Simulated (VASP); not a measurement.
An input for Quantum ESPRESSO's pw.x (written as the equivalent of a VASP run, and not itself run):

```
&CONTROL
  calculation = 'scf'
  pseudo_dir = './pseudo'
  outdir = './out'
  tprnfor = .true.
  tstress = .true.
/
&SYSTEM
  ibrav = 0
  nat = 2
  ntyp = 2
  ecutwfc = 72
  occupations = 'tetrahedra'
  input_dft = 'pbesol'
/
&ELECTRONS
  conv_thr = 7.3e-09
  electron_maxstep = 100
/
ATOMIC_SPECIES
  Y 88.906 Y.upf
  S 32.060 S.upf
CELL_PARAMETERS angstrom
     3.3575194    0.0000000    0.0000000
     0.0000000    3.3575194    0.0000000
     0.0000000    0.0000000    3.3575194
ATOMIC_POSITIONS crystal
  Y    0.0000000  0.0000000  0.0000000
  S    0.5000000  0.5000000  0.5000000
K_POINTS automatic
  12 12 12 0 0 0
```

Translate this input to VASP (INCAR, KPOINTS, POSCAR, choice of POTCAR).

Several could match; the one computed here: 
KPOINTS:
```
Automatic mesh
0
Gamma
12 12 12
0 0 0
```

### INCAR
```
# general
SYSTEM  = YS
PREC    = Accurate
ENCUT   = 400
LREAL   = .False.
LASPH   = .True.

# electronic loop
EDIFF   = 1E-7
NELM    = 100
ALGO    = Normal
LMAXMIX = 4

# smearing
ISMEAR  = -5

# functional
GGA     = PS

# ions
ISIF    = 2

# output
LWAVE   = .False.
LCHARG  = .True.
LORBIT  = 11
NEDOS   = 601
```

### POSCAR
```
YS
1.0
  3.3575193832   0.0000000000   0.0000000000
  0.0000000000   3.3575193832   0.0000000000
  0.0000000000   0.0000000000   3.3575193832
Y S
1 1
Direct
  0.0000000000   0.0000000000   0.0000000000
  0.5000000000   0.5000000000   0.5000000000
```

POTCAR, in this order: Y_sv S (PBE.64 set). Program: vasp_std.

Limits of the translation: the potentials are each code's own (VASP's PAW set, PseudoDojo norm-conserving files in pw.x), so ENCUT and ecutwfc are chosen apart and not converted; conv_thr bounds pw.x's estimated SCF error, while EDIFF bounds the energy change between steps.

The structure was generated: YS was put into the CsCl type type (Pm-3m), which need not be its known phase. It was relaxed first, which changed the volume by -33 %.
